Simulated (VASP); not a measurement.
```
Zr
1.0
    3.18139     0.00000     0.00000
   -1.59070     2.75517     0.00000
    0.00000     0.00000    25.20253
Zr
4
Cartesian
  1.59070   0.91839  11.28027
  0.00000   1.83678   8.87374
  1.59070   0.91839  16.32879
  0.00000   1.83678  13.92225
```

All values below come from PBEsol GGA, VASP's PBE PAW potentials (set 64) (plane waves; VASP). Run with PREC = Normal, 400 eV cut-off, 10×10×1 Γ-centred mesh, first-order Methfessel-Paxton smearing of 0.10 eV, potentials Zr_sv.

**Question.** Estimate the energy per atom (σ→0), band gap (on the k-mesh) with the smallest direct gap where there is one.

**Answer.** 
The band gap (on the k-mesh) comes out as none (metal, semimetal or under 0.01 eV) and the energy per atom (σ→0) is -8.589 eV/atom.

The absolute energy has meaning only against runs of the same code, potentials and settings.

The cell is a thin slab with vacuum, built from Zr (hcp): (001) face.
